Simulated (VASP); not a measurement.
Set up this calculation in VASP 6.6.1, as the native input.

* Task: single point
* Functional: PBE
* Potentials or basis: VASP PAW PBE potentials, release 64 (Rh_pv, C, O)
* Cutoff: 520 eV
* k mesh: 11 × 11 × 1
* Occupations: gaussian, width 0.1 eV
* Spin: no spin polarisation
* Dipole correction: yes
* Further INCAR settings: ALGO = Fast; EDIFF = 1e-06; NBANDS = 44

The structure of Rh4CO (Rhodium) lies in POSCAR:

```
Rh4CO
1.0
    2.7082034588      0.0000000000      0.0000000000
    0.0000000000      2.7082034588      0.0000000000
    0.0000000000      0.0000000000     25.8949670917
Rh C O
4 1 1
Direct
    0.5000000000      0.5000000000      0.3282491138
    0.0000000000      0.0000000000      0.4022012846
    0.5000000000      0.5000000000      0.4756383598
    0.0000000000      0.0000000000      0.5517428768
    0.0000000000      0.0000000000      0.6227541675
    0.0000000000      0.0000000000      0.6672713579
```

The input as run:

INCAR

```
PREC = Accurate
ENCUT = 520
EDIFF = 1E-6
ISMEAR = 0
SIGMA = 0.1
LREAL = False
LASPH = True
NELM = 100
ALGO = Fast
ISIF = 2
LWAVE = False
LCHARG = False
LDIPOL = True
IDIPOL = 3
DIPOL = 0.5 0.5 0.508
GGA = PE
NBANDS = 44
```

KPOINTS

```
regular mesh
0
Gamma
  11 11 1
```

Potentials or basis: VASP PAW PBE potentials, release 64 (Rh_pv, C, O).

Launch:

```console
$ cat potpaw_PBE.64/Rh_pv/POTCAR potpaw_PBE.64/C/POTCAR potpaw_PBE.64/O/POTCAR > POTCAR
$ mpirun -np 1 vasp_std > vasp.out
```

It gave:

```
Largest force          : 0.829 eV/Å
Band gap on the k mesh : none (metal or under the smearing width)
```

Caveat: the standard files for N, O and F lose accuracy on very short bonds.

Wall time 3.8 min on 1 thread of Intel(R) Xeon(R) Platinum 8488C (Sapphire Rapids), on a shared host, peak memory 0.35 GiB.
